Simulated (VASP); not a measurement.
All values below come from vdW-DF2, VASP's PBE PAW potentials (set 64) (plane waves; VASP 6.6.1).

A VASP calculation is set up with these files.

KPOINTS:
```
Automatic
0
Gamma
  19 19 19
0 0 0
```

POSCAR:
```
Ni
1
    0.0000000000     1.8034284475     1.8034284475
    1.8034284475    -0.0000000000     1.8034284475
    1.8034284475     1.8034284475     0.0000000000
Ni
1
Direct
  0.0000000000   0.0000000000   0.0000000000
```

**INCAR**
```
SYSTEM = Ni
PREC = Accurate; ENCUT = 520; LREAL = .FALSE.
LASPH = .TRUE.
EDIFF = 1E-7; NELM = 100; ALGO = Normal
LMAXMIX = 4
ISMEAR = -5
GGA = ML; LUSE_VDW = .TRUE.; AGGAC = 0.0
ZAB_VDW = -1.8867
ISPIN = 2; MAGMOM = 0.6
ISIF = 2
LWAVE = .FALSE.; LCHARG = .TRUE.; LORBIT = 11
NEDOS = 601
```

POTCAR, in this order: Ni (PBE.64 set). Program: vasp_std.

What VASP printed:

File OSZICAR:
```
       N       E                     dE             d eps       ncg     rms          rms(c)
DAV:   1     0.274060785033E+02    0.27406E+02   -0.48244E+03  8033   0.141E+03
DAV:   2    -0.244652760073E+01   -0.29853E+02   -0.29051E+02  7984   0.166E+02
DAV:   3    -0.289371310013E+01   -0.44719E+00   -0.44674E+00  9184   0.275E+01
DAV:   4    -0.289848702337E+01   -0.47739E-02   -0.47741E-02  9374   0.249E+00
DAV:   5    -0.289860151915E+01   -0.11450E-03   -0.11456E-03  9144   0.327E-01    0.835E+00
DAV:   6    -0.247433706722E+01    0.42426E+00   -0.15057E+01  8328   0.617E+01    0.581E+00
DAV:   7    -0.212906287233E+01    0.34527E+00   -0.29385E+00  8349   0.257E+01    0.153E+00
DAV:   8    -0.211875143578E+01    0.10311E-01   -0.14097E-02 10063   0.143E+00    0.776E-01
DAV:   9    -0.211657258540E+01    0.21789E-02   -0.19950E-03 10134   0.504E-01    0.226E-01
DAV:  10    -0.211603591570E+01    0.53667E-03   -0.80449E-04  8553   0.322E-01    0.364E-02
DAV:  11    -0.211603492552E+01    0.99018E-06   -0.64839E-05 10034   0.913E-02    0.311E-02
DAV:  12    -0.211603325107E+01    0.16744E-05   -0.18757E-06  8694   0.194E-02    0.165E-02
DAV:  13    -0.211604249957E+01   -0.92485E-05   -0.26002E-06  8287   0.190E-02    0.555E-03
DAV:  14    -0.211604386159E+01   -0.13620E-05   -0.14086E-07  5553   0.527E-03    0.173E-03
DAV:  15    -0.211604384553E+01    0.16054E-07   -0.31532E-08  4096   0.178E-03
   1 F= -.21160438E+01 E0= -.21160438E+01  d E =0.000000E+00  mag=     0.5977
```

File OUTCAR:
```
------------------------ aborting loop because EDIFF is reached ----------------------------------------
  FORCE on cell =-STRESS in cart. coord.  units (eV):
  Direction    XX          YY          ZZ          XY          YZ          ZX
  --------------------------------------------------------------------------------------
  Total        0.0134905      0.0134905      0.0134905      0.0000000      0.0000000      0.0000000
  in kB        1.8425242      1.8425242      1.8425242      0.0000000      0.0000000      0.0000000
  external PRESSURE =       1.8425242 kB  Pullay stress =       0.0000000 kB
  volume of cell :       11.73
      direct lattice vectors                 reciprocal lattice vectors
     0.000000000  1.803428447  1.803428447    -0.277249702  0.277249702  0.277249702
     1.803428447  0.000000000  1.803428447     0.277249702 -0.277249702  0.277249702
     1.803428447  1.803428447  0.000000000     0.277249702  0.277249702 -0.277249702
 POSITION                                       TOTAL-FORCE (eV/Angst)
 -----------------------------------------------------------------------------------
      0.00000      0.00000      0.00000         0.000000     -0.000000      0.000000
 -----------------------------------------------------------------------------------
    total drift:                               -0.000000     -0.000000     -0.000000
  FREE ENERGIE OF THE ION-ELECTRON SYSTEM (eV)
  ---------------------------------------------------
  free  energy   TOTEN  =        -2.1160438455 eV

  energy  without entropy=       -2.1160438455  energy(sigma->0) =       -2.11604385

 total charge

# of ion       s       p       d       tot
------------------------------------------
    1        0.471   0.417   8.354   9.242

 magnetization (x)

# of ion       s       p       d       tot
------------------------------------------
    1       -0.006  -0.022   0.644   0.617
```
(Selected blocks of OUTCAR.)

**OUTCAR**
```
 val. band max:        8.4295387480   @ k =  -0.4737   0.4737   0.0526

 cond. band min:       8.3880942494   @ k =   0.3684   0.3684   0.0000


 Fermi energy:         8.4237746133

 spin component 1

 k-point     1 :       0.0000    0.0000    0.0000
  band No.  band energies     occupation
      1       0.1056      1.00000
      2       6.2265      1.00000
      3       6.2265      1.00000
      4       6.2265      1.00000
      5       7.2812      1.00000
      6       7.2812      1.00000
      7      31.9942      0.00000
      8      34.8429      0.00000
      9      34.8430      0.00000

 k-point     2 :       0.0526    0.0000    0.0000
  band No.  band energies     occupation
      1       0.2085      1.00000
      2       6.2026      1.00000
      3       6.2484      1.00000
      4       6.2484      1.00000
      5       7.2722      1.00000
      6       7.2722      1.00000
      7      31.5605      0.00000
      8      33.5606      0.00000
      9      34.5756      0.00000

 k-point     3 :       0.1053    0.0000    0.0000
  band No.  band energies     occupation
      1       0.5136      1.00000
      2       6.1376      1.00000
      3       6.3071      1.00000
      4       6.3071      1.00000
      5       7.2519      1.00000
      6       7.2519      1.00000
      7      29.5599      0.00000
      8      32.8158      0.00000
      9      34.0268      0.00000

 k-point     4 :       0.1579    0.0000    0.0000
  band No.  band energies     occupation
      1       1.0080      1.00000
      2       6.0513      1.00000
      3       6.3796      1.00000
      4       6.3796      1.00000
      5       7.2418      1.00000
      6       7.2418      1.00000
      7      26.9014      0.00000
      8      32.5844      0.00000
      9      33.4576      0.00000

 k-point     5 :       0.2105    0.0000    0.0000
  band No.  band energies     occupation
      1       1.6639      1.00000
...
```

For a metal the tetrahedron method with Blöchl corrections gives inexact stress and forces.

The compound is Ni in the fcc structure. It was relaxed first, which changed the volume by +8 %.
